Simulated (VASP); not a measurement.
Level of theory: LDA (Ceperley-Alder, Perdew-Zunger) with spin-orbit coupling, VASP's LDA PAW potentials (set 64) (plane waves; VASP).

Input for VASP

### INCAR
```
ALGO  =  Normal
EDIFF  =  1E-6
ENCUT  =  300
GGA_COMPAT  =  F
ISIF  =  2
ISMEAR  =  0
LASPH  =  T
LCHARG  =  F
LMAXMIX  =  4
LNONCOLLINEAR  =  T
LORBIT  =  11
LREAL  =  F
LSORBIT  =  T
LWAVE  =  F
MAGMOM  =  0.0 0.0 2.0 0.0 0.0 2.0 0.0 0.0 2.0 0.0 0.0 0.0 0.0 0.0 0.0 0.0 0.0 0.0 0.0 0.0 0.0
NELM  =  100
PREC  =  Accurate
SIGMA  =  0.1
SYSTEM  =  Ni3(PbSe)2
```

### KPOINTS
```
Automatic mesh
0
gamma
3 3 3
0 0 0
```

File POSCAR:
```
Ni3(PbSe)2
5.7612860
  0.4874519335   0.2814305695   0.8265515720
 -0.4874519335   0.2814305695   0.8265515720
  0.0000000000  -0.5628609654   0.8265515720
Ni Se Pb
3 2 2
Cartesian
  0.0000000000  -0.2814304827   0.4132757860
  0.2437259667   0.1407152847   0.4132757860
 -0.2437259667   0.1407152847   0.4132757860
 -0.0000000000   0.0000000488   0.6965350097
  0.0000000000   0.0000001248   1.7831197063
  0.0000000000   0.0000000868   1.2398273580
  0.0000000000   0.0000000000   0.0000000000
```

POTCAR, in this order: Ni Se Pb_d (LDA.64 set). Program: vasp_ncl.

Output of the run:

File OUTCAR:
```
 ion  position               nearest neighbor table
   1  0.000  0.000  0.500-   4 2.30   5 2.30   6 2.81   6 2.81   3 2.81   2 2.81   2 2.81   3 2.81
                             7 2.88   7 2.88
   2  0.500  0.000  0.000-   4 2.30   5 2.30   3 2.81   3 2.81   1 2.81   6 2.81   1 2.81   6 2.81
                             7 2.88   7 2.88
   3  0.000  0.500  0.000-   4 2.30   5 2.30   2 2.81   2 2.81   1 2.81   1 2.81   6 2.81   6 2.81
                             7 2.88   7 2.88
   4  0.281  0.281  0.281-   2 2.30   3 2.30   1 2.30   6 3.13   7 3.33   7 3.33   7 3.33
   5  0.719  0.719  0.719-   2 2.30   3 2.30   1 2.30   6 3.13   7 3.33   7 3.33   7 3.33
   6  0.500  0.500  0.500-   1 2.81   1 2.81   2 2.81   2 2.81   3 2.81   3 2.81   4 3.13   5 3.13
                             7 4.02   7 4.02   7 4.02   7 4.02   7 4.02   7 4.02
   7  0.000  0.000  0.000-   1 2.88   1 2.88   3 2.88   2 2.88   3 2.88   2 2.88   5 3.33   4 3.33
                             5 3.33   4 3.33   5 3.33   4 3.33   6 4.02   6 4.02   6 4.02   6 4.02
  LATTYP: Found a trigonal (rhomboedric) cell.
 ALAT       =     5.7612861557
 COS(alpha) =     0.5247812134
 Subroutine PRICEL returns:
 Original cell was already a primitive cell.
 Subroutine GETGRP returns: Found 12 space group operations
The static configuration has the point symmetry D_3d.
The dynamic configuration has the point symmetry D_3d.
 Subroutine GETGRP returns: Found  6 space group operations
The overall configuration has the point symmetry S_6 .
 Subroutine INISYM returns: Found  6 space group operations
 Subroutine IBZKPT returns following result:
 Found      6 irreducible k-points:

 Following reciprocal coordinates:
            Coordinates               Weight
  0.000000  0.000000  0.000000      1.000000
  0.333333 -0.000000  0.000000      6.000000
  0.333333  0.333333  0.000000      6.000000
 -0.333333  0.333333  0.000000      6.000000
  0.333333  0.333333  0.333333      2.000000
 -0.333333  0.333333  0.333333      6.000000
   k-points           NKPTS =      6   k-points in BZ     NKDIM =      6   number of bands    NBANDS=     90
   number of dos      NEDOS =    301   number of ions     NIONS =      7
   total plane-waves  NPLWV =  46656
   dimension x,y,z NGX =    36 NGY =   36 NGZ =   36
   dimension x,y,z NGXF=    72 NGYF=   72 NGZF=   72
   ions per type =               3   2   2
   PREC   = accura    normal or accurate (medium, high low for compatibility)
   ISTART =      0    job   : 0-new  1-cont  2-samecut
   ICHARG =      2    charge: 1-file 2-atom 10-const
   ISPIN  =      1    spin polarized calculation?
   LNONCOLLINEAR =      T non collinear calculations
   LSORBIT =      T    spin-orbit coupling
   INIWAV =      1    electr: 0-lowe 1-rand  2-diag
   ENCUT  =  300.0 eV  22.05 Ry    4.70 a.u.   8.14  8.14  8.14*2*pi/ulx,y,z
   NELM   =    100;   NELMIN=  2; NELMDL= -5     # of ELM steps
   EDIFF  = 0.1E-05   stopping-criterion for ELM
   LREAL  =      F    real-space projection
   NLSPLINE    = F    spline interpolate recip. space projectors
   LMAXMIX     =    4 max onsite mixed and CHGCAR
   VOSKOWN=      0    Vosko Wilk Nusair interpolation
   EDIFFG = 0.1E-04   stopping-criterion for IOM
   NSW    =      0    number of steps for IOM
   NBLOCK =      1;   KBLOCK =      1    inner block; outer block
   IBRION =     -1    ionic relax: 0-MD 1-quasi-New 2-CG
   NFREE  =      0    steps in history (QN), initial steepest desc. (CG)
   ISIF   =      2    stress and relaxation
   ISYM   =      2    0-nonsym 1-usesym 2-fastsym
   TEIN   =    0.0    initial temperature
   TEBEG  =    0.0;   TEEND  =   0.0 temperature during run
   SMASS  =  -3.00    Nose mass-parameter (am)
   PSTRESS=    0.0 pullay stress
   NELECT =      70.0000    total number of electrons
   EFERMI =   0.00;   METHOD = LEGACY
   ISMEAR =     0;   SIGMA  =   0.10  broadening in eV -4-tet -1-fermi 0-gaus
   IALGO  =     38    algorithm
   LDIAG  =      T    sub-space diagonalisation (order eigenvalues)
   IMIX   =      4    mixing-type and parameters
     AMIX     =   0.40;   BMIX     =  1.00
     AMIX_MAG =   1.60;   BMIX_MAG =  1.00
     AMIN     =   0.10
...
```

OSZICAR:
```
       N       E                     dE             d eps       ncg     rms          rms(c)
DAV:   1     0.618839159018E+03    0.61884E+03   -0.21819E+04  1080   0.127E+03
DAV:   2     0.394535370806E+02   -0.57939E+03   -0.55771E+03  1080   0.389E+02
DAV:   3    -0.356234973393E+02   -0.75077E+02   -0.70955E+02  1220   0.170E+02
DAV:   4    -0.404654057251E+02   -0.48419E+01   -0.47471E+01  1288   0.443E+01
DAV:   5    -0.406534566428E+02   -0.18805E+00   -0.18780E+00  1416   0.934E+00    0.206E+01
DAV:   6    -0.473792209641E+02   -0.67258E+01   -0.50623E+01  1328   0.775E+01    0.264E+01
DAV:   7    -0.394709006292E+02    0.79083E+01   -0.17226E+01  1270   0.608E+01    0.523E+00
DAV:   8    -0.395566141357E+02   -0.85714E-01   -0.38798E+00  1488   0.151E+01    0.411E+00
DAV:   9    -0.394461251535E+02    0.11049E+00   -0.76618E-01  1288   0.845E+00    0.817E-01
DAV:  10    -0.394452465154E+02    0.87864E-03   -0.38440E-02  1240   0.165E+00    0.437E-01
DAV:  11    -0.394444111142E+02    0.83540E-03   -0.44787E-03  1486   0.580E-01    0.219E-01
DAV:  12    -0.394443039328E+02    0.10718E-03   -0.58295E-04  1520   0.205E-01    0.720E-02
DAV:  13    -0.394443153294E+02   -0.11397E-04   -0.10427E-04  1340   0.909E-02    0.278E-02
DAV:  14    -0.394443186685E+02   -0.33392E-05   -0.13307E-05  1320   0.333E-02    0.163E-02
DAV:  15    -0.394443217354E+02   -0.30669E-05   -0.38074E-06  1240   0.205E-02    0.767E-03
DAV:  16    -0.394443221026E+02   -0.36721E-06   -0.15920E-06   824   0.113E-02
   1 F= -.39444322E+02 E0= -.39428088E+02  d E =-.324687E-01  mag=    -0.0000    -0.0000    -0.0409
```

### OUTCAR
```
------------------------ aborting loop because EDIFF is reached ----------------------------------------
  FORCE on cell =-STRESS in cart. coord.  units (eV):
  Direction    XX          YY          ZZ          XY          YZ          ZX
  --------------------------------------------------------------------------------------
  Total       -4.5545164     -4.5545166     -4.5549994     -0.0000001     -0.0000003     -0.0000000
  in kB      -56.0880529    -56.0880556    -56.0940011     -0.0000013     -0.0000039     -0.0000000
  external PRESSURE =     -56.0900366 kB  Pullay stress =       0.0000000 kB
  volume of cell :      130.10
      direct lattice vectors                 reciprocal lattice vectors
     2.808350000  1.621402000  4.762000000     0.178040486  0.102791720  0.069998593
    -2.808350000  1.621402000  4.762000000    -0.178040486  0.102791720  0.069998593
     0.000000000 -3.242803000  4.762000000     0.000000000 -0.205583441  0.069998614
 POSITION                                       TOTAL-FORCE (eV/Angst)
 -----------------------------------------------------------------------------------
      0.00000     -1.62140      2.38100        -0.000000     -0.000000      0.000000
      1.40417      0.81070      2.38100         0.000000     -0.000000      0.000000
     -1.40417      0.81070      2.38100        -0.000000     -0.000000      0.000000
      0.00000      0.00000      4.01294        -0.000000     -0.000000     -0.561086
      0.00000      0.00000     10.27306        -0.000000      0.000000      0.561086
      0.00000      0.00000      7.14300        -0.000000     -0.000000      0.000000
      0.00000      0.00000      0.00000        -0.000000     -0.000000      0.000000
 -----------------------------------------------------------------------------------
    total drift:                               -0.000000     -0.000000      0.000000
  FREE ENERGIE OF THE ION-ELECTRON SYSTEM (eV)
  ---------------------------------------------------
  free  energy   TOTEN  =       -39.4443221026 eV

  energy  without entropy=      -39.4118533934  energy(sigma->0) =      -39.42808775

 total charge

# of ion       s       p       d       tot
------------------------------------------
    1        0.412   0.419   8.474   9.306
    2        0.412   0.419   8.474   9.306
    3        0.412   0.419   8.474   9.306
    4        1.463   2.331   0.075   3.869
    5        1.463   2.331   0.075   3.869
    6        1.361   0.798   9.826  11.986
    7        1.379   0.737   9.826  11.942
--------------------------------------------------
tot          6.902   7.456  45.223  59.581

 magnetization (x)

# of ion       s       p       d       tot
------------------------------------------
    1        0.000  -0.000   0.000   0.000
    2       -0.000  -0.000  -0.000  -0.000
    3        0.000   0.000   0.000   0.000
    4        0.000   0.000   0.000   0.000
    5        0.000   0.000   0.000   0.000
    6        0.000   0.000   0.000   0.000
    7        0.000   0.000   0.000   0.000
--------------------------------------------------
tot          0.000  -0.000   0.000  -0.000

 magnetization (y)

# of ion       s       p       d       tot
------------------------------------------
    1        0.000   0.000   0.000   0.000
    2       -0.000  -0.000  -0.000  -0.000
    3       -0.000  -0.000  -0.000  -0.000
    4       -0.000  -0.000   0.000  -0.000
    5       -0.000  -0.000   0.000  -0.000
    6       -0.000   0.000  -0.000  -0.000
    7       -0.000   0.000  -0.000  -0.000
--------------------------------------------------
tot         -0.000  -0.000  -0.000  -0.000

 magnetization (z)

# of ion       s       p       d       tot
------------------------------------------
    1       -0.001   0.000  -0.012  -0.013
    2       -0.001   0.000  -0.012  -0.013
    3       -0.001   0.000  -0.012  -0.013
    4       -0.000  -0.001   0.000  -0.001
    5       -0.000  -0.001   0.000  -0.001
    6       -0.001   0.001  -0.000  -0.000
    7       -0.001   0.001  -0.000  -0.000
--------------------------------------------------
tot         -0.004  -0.002  -0.036  -0.042

 Ion:    1  E_soc:     -0.0210693

 Ion:    2  E_soc:     -0.0210693

 Ion:    3  E_soc:     -0.0210693

 Ion:    4  E_soc:     -0.0410649

 Ion:    5  E_soc:     -0.0410649

 Ion:    6  E_soc:     -0.9906747

 Ion:    7  E_soc:     -0.9424498
```
(Selected blocks of OUTCAR.)

OUTCAR:
```
 val. band max:        7.2959157017   @ k =   0.3333   0.3333   0.0000

 cond. band min:       7.3485360089   @ k =   0.3333   0.3333   0.3333


 Fermi energy:         7.3150873514

 k-point     1 :       0.0000    0.0000    0.0000
  band No.  band energies     occupation
      1     -10.9191      1.00000
      2     -10.9190      1.00000
      3     -10.8928      1.00000
      4     -10.8928      1.00000
      5     -10.8669      1.00000
      6     -10.8669      1.00000
      7     -10.8194      1.00000
      8     -10.8192      1.00000
      9      -8.4031      1.00000
     10      -8.4030      1.00000
     11      -8.3492      1.00000
     12      -8.3491      1.00000
     13      -8.3338      1.00000
     14      -8.3338      1.00000
     15      -8.3276      1.00000
     16      -8.3276      1.00000
     17      -8.2713      1.00000
     18      -8.2711      1.00000
     19      -8.2496      1.00000
     20      -8.2494      1.00000
     21      -7.2130      1.00000
     22      -7.2115      1.00000
     23      -5.7547      1.00000
     24      -5.7531      1.00000
     25      -1.4983      1.00000
     26      -1.4972      1.00000
     27      -0.3838      1.00000
     28      -0.3830      1.00000
     29       1.8851      1.00000
     30       1.8886      1.00000
     31       2.2508      1.00000
     32       2.2547      1.00000
     33       2.3446      1.00000
     34       2.3491      1.00000
     35       3.2257      1.00000
     36       3.2265      1.00000
     37       3.7921      1.00000
     38       3.7931      1.00000
     39       4.1862      1.00000
     40       4.1875      1.00000
     41       4.6425      1.00000
     42       4.6425      1.00000
     43       5.1044      1.00000
     44       5.1051      1.00000
     45       5.1188      1.00000
     46       5.1199      1.00000
     47       5.2495      1.00000
     48       5.2633      1.00000
     49       5.2770      1.00000
     50       5.2770      1.00000
     51       5.5181      1.00000
...
```

At this cut-off the stress carries a Pulay error, which pulls relaxed volumes low.

The structure comes from a measured Ni3Pb2Se2 entry of the Crystallography Open Database, whose conditions weren't checked. The cell was not relaxed at this level. The k-mesh is coarse (spacing up to 0.45 per Å, 2π included), so the numbers may not be converged in it. The run is one of a series of settings (GGA_COMPAT = .FALSE., ISPIN removed, LNONCOLLINEAR = .TRUE., LSORBIT = .TRUE., MAGMOM = 0.0 0.0 2.0 0.0 0.0 2.0 0.0 0.0 2.0 0.0 0.0 0.0 0.0 0.0 0.0 0.0 0.0 0.0 0.0 0.0 0.0, program vasp_ncl against the base run), some of them coarse on purpose.
